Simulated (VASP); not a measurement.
**NiW7S16 (a cell with a defect): single point with PBEsol+U**

Crystal: NiW7S16 (a cell with a defect).

```
Ni W S
1.0
     6.30640    0.00000    0.00000
    -3.15320    5.46150    0.00000
     0.00000    0.00000   12.32300
Ni W S
1 7 16
Direct
  0.24416 0.37214 0.27281
  0.16393 0.83217 0.24884
  0.66044 0.32289 0.24501
  0.66028 0.83772 0.24478
  0.33257 0.16744 0.74892
  0.33262 0.66723 0.74891
  0.83239 0.16722 0.74935
  0.83242 0.66721 0.74922
  0.16557 0.33385 0.62200
  0.16548 0.83376 0.62229
  0.66640 0.33403 0.62215
  0.66652 0.83451 0.62214
  0.30071 0.17030 0.13426
  0.30005 0.63013 0.13428
  0.77836 0.13916 0.10673
  0.82278 0.66135 0.12136
  0.16590 0.33402 0.87584
  0.16632 0.83418 0.87616
  0.66527 0.33394 0.87604
  0.66534 0.83337 0.87602
  0.35256 0.16106 0.38165
  0.35271 0.69194 0.38163
  0.87617 0.18809 0.35911
  0.82833 0.66437 0.37119
```

```
Program                : VASP 6.6.1
Task                   : single point
Functional             : PBEsol
Potentials or basis    : VASP PAW PBE potentials, release 64 (Ni, W_sv, S)
Cutoff                 : 350 eV
k mesh                 : 3 × 3 × 2
Occupations            : gaussian, width 0.03 eV
Spin                   : collinear spin, ferromagnetic start
Starting moments       : [4.0, 0.0, 0.0, 0.0, 0.0, 0.0, 0.0, 0.0, 0.0, 0.0, 0.0, 0.0, 0.0, 0.0, 0.0, 0.0, 0.0, 0.0, 0.0, 0.0, 0.0, 0.0, 0.0, 0.0] μB
Fixed moment           : 4 μB
Hubbard terms          : Ni d U = 5 eV
Dq                     : 0
Further INCAR settings : LREAL = Auto; ALGO = Normal; EDIFF = 1e-05; NBANDS = 124; ISYM = 0
```

* Pressure: 1.1 GPa
* Largest force: 0.649 eV/Å
* Net moment: 4.00 μB per cell
* Site moments: Ni +1.03; W +0.41, +0.35, +0.03, +0.04; S +0.01, +0.00, +0.11, +0.10, +0.27, +0.08, +0.02 μB
* Valence electrons inside the program's atomic spheres: Ni 9.59; W 12.08, 12.07; S 3.70, 3.69, 3.65, 3.68

Forces on the atoms (eV/Å):
```
Ni  -0.298 -0.166 -0.014
W   -0.230 -0.142  0.437
W   -0.160  0.347  0.220
W    0.226 -0.325  0.238
W   -0.004 -0.023  0.006
W   -0.020  0.009  0.005
W    0.005  0.006 -0.012
W    0.036  0.022 -0.015
S    0.002 -0.001 -0.002
S   -0.002  0.000 -0.024
S   -0.003  0.004 -0.010
S    0.000 -0.009 -0.009
S    0.301 -0.219 -0.533
S   -0.027  0.376 -0.519
S    0.324  0.195 -0.033
S    0.191  0.120  0.019
S    0.006  0.000  0.028
S    0.001  0.000  0.017
S    0.001 -0.016  0.011
S   -0.015  0.007  0.013
S   -0.025 -0.189  0.119
S   -0.183  0.072  0.113
S   -0.207 -0.115 -0.007
S    0.080  0.049 -0.048
```

Stress tensor (GPa, compression positive):
```
 1.09 -0.12 -0.52
-0.12  1.24 -0.30
-0.52 -0.30  1.01
```

Eigenvalues of the final occupation matrices:
```tsv
site	spin	trace	eigenvalues
site 1 d	1	4.79	0.94 0.95 0.96 0.97 0.97
site 1 d	2	3.80	0.48 0.58 0.89 0.90 0.94
```

It took 6.7 min on 4 MPI ranks on Intel(R) Xeon(R) Platinum 8488C (Sapphire Rapids), with other jobs on the host, peak memory 0.66 GiB a rank.

Caveat: the k mesh is coarse (spacing up to 0.38 Å⁻¹), so the values aren't converged; the PAW data sets were made with another functional, which shifts forces and pressure a little; the total moment is fixed, so each spin has its own Fermi level. Spin-orbit coupling is left out, which matters for the levels of W.
